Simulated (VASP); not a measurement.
Output of a VASP run:

File OSZICAR:
```
       N       E                     dE             d eps       ncg     rms          rms(c)
DAV:   1     0.786997730444E+02    0.78700E+02   -0.85943E+03   754   0.168E+03
DAV:   2    -0.271750230155E+01   -0.81417E+02   -0.79491E+02   829   0.317E+02
DAV:   3    -0.868613317174E+01   -0.59686E+01   -0.59328E+01   954   0.748E+01
DAV:   4    -0.879321804449E+01   -0.10708E+00   -0.10706E+00   877   0.114E+01
DAV:   5    -0.879560548810E+01   -0.23874E-02   -0.23874E-02   967   0.144E+00    0.342E+00
DAV:   6    -0.870405156191E+01    0.91554E-01   -0.85809E-02  1015   0.525E+00    0.200E+00
DAV:   7    -0.866672566848E+01    0.37326E-01   -0.65576E-02   844   0.217E+00    0.303E-01
DAV:   8    -0.866642619566E+01    0.29947E-03   -0.49903E-03   948   0.103E+00    0.964E-02
DAV:   9    -0.866650028962E+01   -0.74094E-04   -0.36825E-04   850   0.186E-01    0.351E-02
DAV:  10    -0.866649589296E+01    0.43967E-05   -0.19073E-05   928   0.394E-02    0.111E-02
DAV:  11    -0.866649925242E+01   -0.33595E-05   -0.39823E-06   839   0.209E-02    0.451E-03
DAV:  12    -0.866649923281E+01    0.19603E-07   -0.16409E-07   412   0.387E-03
   1 F= -.86664992E+01 E0= -.86664602E+01  d E =-.866650E+01
```

OUTCAR:
```
------------------------ aborting loop because EDIFF is reached ----------------------------------------
  FORCE on cell =-STRESS in cart. coord.  units (eV):
  Direction    XX          YY          ZZ          XY          YZ          ZX
  --------------------------------------------------------------------------------------
  Total       -0.0158828     -0.0158828     -0.0158828      0.0000000      0.0000000     -0.0000000
  in kB       -0.4582448     -0.4582448     -0.4582448      0.0000000      0.0000000     -0.0000000
  external PRESSURE =      -0.4582448 kB  Pullay stress =       0.0000000 kB
  volume of cell :       55.53
      direct lattice vectors                 reciprocal lattice vectors
     0.000000000  3.028097778  3.028097778    -0.165120163  0.165120163  0.165120163
     3.028097778  0.000000000  3.028097778     0.165120163 -0.165120163  0.165120163
     3.028097778  3.028097778  0.000000000     0.165120163  0.165120163 -0.165120163
  FREE ENERGIE OF THE ION-ELECTRON SYSTEM (eV)
  ---------------------------------------------------
  free  energy   TOTEN  =        -8.6664992328 eV

  energy  without entropy=       -8.6664211165  energy(sigma->0) =       -8.66646017

 reached required accuracy - stopping structural energy minimisation
```
(Selected blocks of OUTCAR.)

**POSCAR**
```
GaSb
1
   -0.0000000000     3.0280977775     3.0280977775
    3.0280977775    -0.0000000000     3.0280977775
    3.0280977775     3.0280977775    -0.0000000000
Ga Sb
1 1
Direct
  1.0000000000   1.0000000000   1.0000000000
  0.2500000000   0.2500000000   0.2500000000
```

**Question.** Reconstruct the remaining input files.

**Answer.** This is not unique; one that fits is the input of the run itself, LDA (Ceperley-Alder, Perdew-Zunger), plane waves, VASP's LDA PAW potentials (set 64).

INCAR:
```
ALGO  =  Normal
EDIFF  =  1E-6
EDIFFG  =  -0.02
ENCUT  =  500
IBRION  =  2
ISIF  =  3
ISMEAR  =  0
LASPH  =  .TRUE.
LCHARG  =  .FALSE.
LMAXMIX  =  4
LREAL  =  .FALSE.
LWAVE  =  .FALSE.
NELM  =  100
NSW  =  40
PREC  =  Accurate
SIGMA  =  0.05
SYSTEM  =  GaSb
```

### KPOINTS
```
Automatic mesh
0
Gamma
8 8 8
0 0 0
```

POTCAR, in this order: Ga_d Sb (LDA.64 set). Program: vasp_std.

The compound is GaSb in the zinc blende structure. It was relaxed first.
